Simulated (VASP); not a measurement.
Given:

```yaml
crystal:
  lattice:
    - [0.00000, 2.77863, 2.77863]
    - [2.77863, 0.00000, 2.77863]
    - [2.77863, 2.77863, 0.00000]
  atoms:
    - { symbol: Mg, position: [0.00000, 0.00000, 0.00000] }
    - { symbol: Se, position: [0.50000, 0.50000, 0.50000] }
```

All values below come from MS2 meta-GGA, VASP's PBE PAW potentials (set 64) (plane waves; VASP). Run with 520 eV cut-off, 8×8×8 Γ-centred mesh, Gaussian smearing of 0.050 eV, potentials Mg Se.

Question: What does the run give for the energy per atom (σ→0), pressure, band gap (on the k-mesh) with the smallest direct gap where there is one?

Answer: 
The band gap (on the k-mesh) comes out as 2.18 eV, the smallest direct gap (on the k-mesh) is 3.01 eV and the energy per atom (σ→0) is -6.065 eV/atom. The pressure comes out as -3.51 GPa.

The absolute energy has meaning only against runs of the same code, potentials and settings.

The compound is MgSe in the rock salt structure. This cell is one point of a volume scan, at 1.06 of the reference volume.
